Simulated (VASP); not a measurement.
These are PBEsol GGA, VASP's PBE PAW potentials (set 64) (plane waves; VASP) values and carry that method's errors.

VASP input:

### INCAR
```
! general
SYSTEM   =  Ni2H
PREC     =  Accurate
ENCUT    =  300
LREAL    =  .FALSE.
LASPH    =  .TRUE.

! electronic loop
EDIFF    =  1E-6
NELM     =  100
ALGO     =  Normal
LMAXMIX  =  4

! smearing
ISMEAR   =  0
SIGMA    =  0.272

! functional
GGA      =  PS

! spin
ISPIN    =  2
MAGMOM   =  2*2.0 0.0

! ions
ISIF     =  2

! output
LWAVE    =  .FALSE.
LCHARG   =  .FALSE.
LORBIT   =  11
```

**POSCAR**
```
Ni2H
4.2909260
  0.6143186809   0.0000000000   0.0000000000
 -0.3071593404   0.5320157001   0.0000000000
  0.0000000000   0.0000000000   1.0000000000
Ni H
2 1
Direct
  0.6666670000   0.3333330000   0.8030000000
  0.3333330000   0.6666670000   0.2540000000
  0.0000000000   0.0000000000   0.0270000000
```

### KPOINTS
```
K-points
0
G
  14 14 8
0 0 0
```

POTCAR, in this order: Ni H (PBE.64 set). Program: vasp_std.

Output

### OSZICAR
```
       N       E                     dE             d eps       ncg     rms          rms(c)
DAV:   1     0.612221451041E+02    0.61222E+02   -0.66317E+03 10984   0.114E+03
DAV:   2    -0.158336567412E+02   -0.77056E+02   -0.73176E+02 10792   0.221E+02
DAV:   3    -0.173096960918E+02   -0.14760E+01   -0.14610E+01 13536   0.407E+01
DAV:   4    -0.173240130575E+02   -0.14317E-01   -0.14315E-01 13872   0.323E+00
DAV:   5    -0.173242165049E+02   -0.20345E-03   -0.20345E-03 13784   0.323E-01    0.169E+01
DAV:   6    -0.165268813831E+02    0.79734E+00   -0.17799E+01 11776   0.849E+01    0.115E+01
DAV:   7    -0.154330353870E+02    0.10938E+01   -0.46342E+00 12128   0.393E+01    0.293E+00
DAV:   8    -0.156845130041E+02   -0.25148E+00   -0.14596E+00 15712   0.282E+01    0.729E+00
DAV:   9    -0.154196891284E+02    0.26482E+00   -0.93229E-01 14216   0.234E+01    0.110E+00
DAV:  10    -0.154177987812E+02    0.18903E-02   -0.17858E-02 13216   0.183E+00    0.417E-01
DAV:  11    -0.154166343731E+02    0.11644E-02   -0.15794E-03 14168   0.661E-01    0.840E-02
DAV:  12    -0.154166450317E+02   -0.10659E-04   -0.96325E-05 12744   0.135E-01    0.520E-02
DAV:  13    -0.154166465724E+02   -0.15407E-05   -0.24661E-05 15024   0.831E-02    0.270E-02
DAV:  14    -0.154166457760E+02    0.79638E-06   -0.45775E-06 12352   0.314E-02
   1 F= -.15416646E+02 E0= -.15346751E+02  d E =-.139790E+00  mag=     0.4784
```

OUTCAR:
```
------------------------ aborting loop because EDIFF is reached ----------------------------------------
  FORCE on cell =-STRESS in cart. coord.  units (eV):
  Direction    XX          YY          ZZ          XY          YZ          ZX
  --------------------------------------------------------------------------------------
  Total       -2.2658679     -2.2658689     -1.9546498      0.0000000      0.0000000      0.0000000
  in kB     -140.5963125   -140.5963740   -121.2853338      0.0000000      0.0000000      0.0000000
  external PRESSURE =    -134.1593401 kB  Pullay stress =       0.0000000 kB
  volume of cell :       25.82
      direct lattice vectors                 reciprocal lattice vectors
     2.635996000  0.000000000  0.000000000     0.379363246  0.219025424  0.000000000
    -1.317998000  2.282840000  0.000000000     0.000000000  0.438050849  0.000000000
     0.000000000  0.000000000  4.290926000     0.000000000  0.000000000  0.233049929
 POSITION                                       TOTAL-FORCE (eV/Angst)
 -----------------------------------------------------------------------------------
      1.31800      0.76095      3.44561         0.000000     -0.000000     -1.503864
     -0.00000      1.52189      1.08990        -0.000000      0.000000      1.492751
      0.00000      0.00000      0.11586        -0.000000      0.000000      0.011113
 -----------------------------------------------------------------------------------
    total drift:                                0.000000     -0.000002     -0.000436
  FREE ENERGIE OF THE ION-ELECTRON SYSTEM (eV)
  ---------------------------------------------------
  free  energy   TOTEN  =       -15.4166457760 eV

  energy  without entropy=      -15.2768560678  energy(sigma->0) =      -15.34675092

 total charge

# of ion       s       p       d       tot
------------------------------------------
    1        0.425   0.469   8.382   9.277
    2        0.425   0.466   8.380   9.271
    3        0.506   0.039   0.000   0.545
--------------------------------------------------
tot          1.356   0.974  16.762  19.093

 magnetization (x)

# of ion       s       p       d       tot
------------------------------------------
    1       -0.002  -0.005   0.250   0.243
    2       -0.002  -0.005   0.257   0.250
    3       -0.001  -0.001   0.000  -0.002
--------------------------------------------------
tot         -0.005  -0.011   0.506   0.490
```
(Selected blocks of OUTCAR.)

At this cut-off the stress carries a Pulay error, which pulls relaxed volumes low.

The structure comes from a measured Ni2H entry of the Crystallography Open Database, whose conditions weren't checked. The cell was not relaxed at this level, and its volume differs by -5.9 % from the start's.
